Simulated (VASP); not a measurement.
Output of a VASP run:

File OUTCAR:
```
 ion  position               nearest neighbor table
   1  0.000  0.000  0.000-   6 2.67   5 2.67   7 2.67   8 2.67
   2  0.500  0.500  0.000-   5 2.56   7 2.56   8 2.56   6 2.56
   3  0.750  0.250  0.500-   6 2.55   7 2.55   8 2.55   5 2.55
   4  0.250  0.750  0.500-   5 2.55   6 2.55   8 2.55   7 2.55
   5  0.388  0.871  0.000-   3 2.55   4 2.55   2 2.56   1 2.67
   6  0.129  0.129  0.516-   3 2.55   4 2.55   2 2.56   1 2.67
   7  0.871  0.388  0.000-   4 2.55   3 2.55   2 2.56   1 2.67
   8  0.612  0.612  0.484-   3 2.55   4 2.55   2 2.56   1 2.67
  LATTYP: Found a body centered tetragonal cell.
 ALAT       =     5.9770900000
 C/A-ratio  =     1.9897358079
 Subroutine PRICEL returns:
 Original cell was already a primitive cell.
 Subroutine GETGRP returns: Found  8 space group operations
The static configuration has the point symmetry D_2d.
The dynamic configuration has the point symmetry D_2d.
 Subroutine INISYM returns: Found  8 space group operations
 Subroutine IBZKPT returns following result:
 Found      6 irreducible k-points:

 Following reciprocal coordinates:
            Coordinates               Weight
  0.000000  0.000000  0.000000      1.000000
  0.333333  0.000000 -0.000000      8.000000
  0.333333  0.333333 -0.000000      8.000000
 -0.333333  0.333333  0.000000      4.000000
 -0.333333  0.333333  0.333333      4.000000
 -0.333333 -0.333333  0.333333      2.000000
   k-points           NKPTS =      6   k-points in BZ     NKDIM =      6   number of bands    NBANDS=     37
   number of dos      NEDOS =    301   number of ions     NIONS =      8
   total plane-waves  NPLWV =  74088
   dimension x,y,z NGX =    42 NGY =   42 NGZ =   42
   dimension x,y,z NGXF=    84 NGYF=   84 NGZF=   84
   ions per type =               1   1   2   4
   PREC   = accura    normal or accurate (medium, high low for compatibility)
   ISTART =      0    job   : 0-new  1-cont  2-samecut
   ICHARG =      2    charge: 1-file 2-atom 10-const
   ISPIN  =      1    spin polarized calculation?
   LNONCOLLINEAR =      F non collinear calculations
   LSORBIT =      F    spin-orbit coupling
   INIWAV =      1    electr: 0-lowe 1-rand  2-diag
   ENCUT  =  300.0 eV  22.05 Ry    4.70 a.u.  10.30 10.30 10.30*2*pi/ulx,y,z
   NELM   =    100;   NELMIN=  2; NELMDL= -5     # of ELM steps
   EDIFF  = 0.1E-05   stopping-criterion for ELM
   LREAL  =      F    real-space projection
   NLSPLINE    = F    spline interpolate recip. space projectors
   LMAXMIX     =    4 max onsite mixed and CHGCAR
   VOSKOWN=      0    Vosko Wilk Nusair interpolation
   EDIFFG = 0.1E-04   stopping-criterion for IOM
   NSW    =      0    number of steps for IOM
   NBLOCK =      1;   KBLOCK =      1    inner block; outer block
   IBRION =     -1    ionic relax: 0-MD 1-quasi-New 2-CG
   NFREE  =      0    steps in history (QN), initial steepest desc. (CG)
   ISIF   =      2    stress and relaxation
   ISYM   =      2    0-nonsym 1-usesym 2-fastsym
   TEIN   =    0.0    initial temperature
   TEBEG  =    0.0;   TEEND  =   0.0 temperature during run
   SMASS  =  -3.00    Nose mass-parameter (am)
   PSTRESS=    0.0 pullay stress
   NELECT =      62.0000    total number of electrons
   EFERMI =   0.00;   METHOD = LEGACY
   ISMEAR =    -1;   SIGMA  =   0.10  broadening in eV -4-tet -1-fermi 0-gaus
   IALGO  =     38    algorithm
   LDIAG  =      T    sub-space diagonalisation (order eigenvalues)
   IMIX   =      4    mixing-type and parameters
     AMIX     =   0.40;   BMIX     =  1.00
     AMIX_MAG =   1.60;   BMIX_MAG =  1.00
     AMIN     =   0.10
   GGA     = CA    functional components
   VOSKOWN =     0    Vosko Wilk Nusair interpolation
   LHFCALC =     F    Hartree Fock is set to
   LHFONE  =     F    Hartree Fock one center treatment
   AEXX    =    0.0000 exact exchange contribution
   IVDW    =     0    specifies the selected vdW correction
   LEPSILON=     F    determine dielectric tensor
   LRPA    =     F    only Hartree local field effects (RPA)
  energy-cutoff  :      300.00
  volume of cell :      212.44
      direct lattice vectors                 reciprocal lattice vectors
...
```

### OSZICAR
```
       N       E                     dE             d eps       ncg     rms          rms(c)
DAV:   1     0.366996919153E+03    0.36700E+03   -0.17962E+04   444   0.110E+03
DAV:   2     0.383354531181E+01   -0.36316E+03   -0.35241E+03   459   0.298E+02
DAV:   3    -0.330053539638E+02   -0.36839E+02   -0.35725E+02   600   0.111E+02
DAV:   4    -0.349913410089E+02   -0.19860E+01   -0.19669E+01   632   0.254E+01
DAV:   5    -0.350565129115E+02   -0.65172E-01   -0.65060E-01   638   0.462E+00    0.147E+01
DAV:   6    -0.351665931113E+02   -0.11008E+00   -0.35302E+01   587   0.109E+02    0.105E+01
DAV:   7    -0.333761020789E+02    0.17905E+01   -0.93075E+00   603   0.723E+01    0.621E+00
DAV:   8    -0.335435581575E+02   -0.16746E+00   -0.33172E+00   696   0.247E+01    0.368E+00
DAV:   9    -0.334155174698E+02    0.12804E+00   -0.11097E+00   643   0.212E+01    0.109E+00
DAV:  10    -0.334204228299E+02   -0.49054E-02   -0.84884E-02   680   0.607E+00    0.580E-01
DAV:  11    -0.334188172929E+02    0.16055E-02   -0.12933E-02   696   0.217E+00    0.190E-01
DAV:  12    -0.334189725408E+02   -0.15525E-03   -0.17648E-03   512   0.248E-01    0.477E-02
DAV:  13    -0.334189585872E+02    0.13954E-04   -0.11011E-04   760   0.122E-01    0.350E-02
DAV:  14    -0.334189534646E+02    0.51226E-05   -0.12863E-04   688   0.249E-01    0.190E-02
DAV:  15    -0.334189533516E+02    0.11301E-06   -0.27092E-05   590   0.545E-02    0.222E-02
DAV:  16    -0.334189515371E+02    0.18145E-05   -0.16334E-06   353   0.274E-02    0.821E-03
DAV:  17    -0.334189506217E+02    0.91544E-06   -0.69466E-06   559   0.387E-02
   1 F= -.33418951E+02 E0= -.33409722E+02  d E =-.184572E-01
```

### OUTCAR
```
------------------------ aborting loop because EDIFF is reached ----------------------------------------
  FORCE on cell =-STRESS in cart. coord.  units (eV):
  Direction    XX          YY          ZZ          XY          YZ          ZX
  --------------------------------------------------------------------------------------
  Total       -3.9103516     -3.9103516     -4.0612199      0.0000000      0.0000000      0.0000000
  in kB      -29.4911420    -29.4911420    -30.6289623      0.0000000      0.0000000      0.0000000
  external PRESSURE =     -29.8704154 kB  Pullay stress =       0.0000000 kB
  volume of cell :      212.44
      direct lattice vectors                 reciprocal lattice vectors
    -2.988545000  2.988545000  5.946415000     0.000000000  0.167305495  0.084084276
     2.988545000 -2.988545000  5.946415000     0.167305495  0.000000000  0.084084276
     2.988545000  2.988545000 -5.946415000     0.167305495  0.167305495  0.000000000
 POSITION                                       TOTAL-FORCE (eV/Angst)
 -----------------------------------------------------------------------------------
      0.00000      0.00000      0.00000         0.000000      0.000000     -0.000000
      0.00000      0.00000      5.94642         0.000000      0.000000      0.000000
      0.00000      2.98854      2.97321         0.000000      0.000000      0.000000
      2.98854      0.00000      2.97321         0.000000     -0.000000     -0.000000
      1.44586     -1.44586      7.48737         0.072262     -0.072262      0.165987
      1.54269      1.54269     -1.54095        -0.072262     -0.072262     -0.165987
     -1.44586      1.44586      7.48737        -0.072262      0.072262      0.165987
      1.44586      1.44586      4.40546         0.072262      0.072262     -0.165987
 -----------------------------------------------------------------------------------
    total drift:                               -0.000012     -0.000012     -0.000013
  FREE ENERGIE OF THE ION-ELECTRON SYSTEM (eV)
  ---------------------------------------------------
  free  energy   TOTEN  =       -33.4189506217 eV

  energy  without entropy=      -33.4004934128  energy(sigma->0) =      -33.40972202
```
(Selected blocks of OUTCAR.)

POSCAR:
```
ZnCu2SiTe4
1
   -2.9885450000     2.9885450000     5.9464150000
    2.9885450000    -2.9885450000     5.9464150000
    2.9885450000     2.9885450000    -5.9464150000
Zn Si Cu Te
1 1 2 4
Direct
  0.0000000000   0.0000000000   0.0000000000
  0.5000000000   0.5000000000   0.0000000000
  0.7500000000   0.2500000000   0.5000000000
  0.2500000000   0.7500000000   0.5000000000
  0.3876700000   0.8714700000   0.0000000000
  0.1285300000   0.1285300000   0.5162000000
  0.8714700000   0.3876700000   0.0000000000
  0.6123300000   0.6123300000   0.4838000000
```

**Question.** Reconstruct the remaining input files.

**Answer.** One answer among several that fit: the input of the run itself, LDA (Ceperley-Alder, Perdew-Zunger), plane waves, VASP's LDA PAW potentials (set 64).

### INCAR
```
PREC = Accurate
EDIFF = 1E-6   ! SCF stop (eV)
SYSTEM = ZnCu2SiTe4
ENCUT = 300
LASPH = .TRUE.   ! aspherical one-centre terms
LREAL = .FALSE.   ! projection in real space or not
LWAVE = .FALSE.
LCHARG = .FALSE.
ISIF = 2
ISMEAR = -1   ! Fermi-Dirac
LMAXMIX = 4
NELM = 100   ! most electronic steps
SIGMA = 0.1
ALGO = Normal   ! blocked Davidson
```

**KPOINTS**
```
K-points
0
Gamma
 3 3 3
```

POTCAR, in this order: Zn Si Cu Te (LDA.64 set). Program: vasp_std.

At this cut-off the stress carries a Pulay error, which pulls relaxed volumes low.

The structure comes from a computed database's ZnCu2SiTe4 entry (I-42m); how it stands against other phases isn't given here. The cell was not relaxed at this level. The k-mesh is coarse (spacing up to 0.50 per Å, 2π included), so the numbers may not be converged in it. The run is one of a series of settings (GGA removed, POTCAR Zn Si Cu Te (LDA.64 set) against the base run), some of them coarse on purpose.
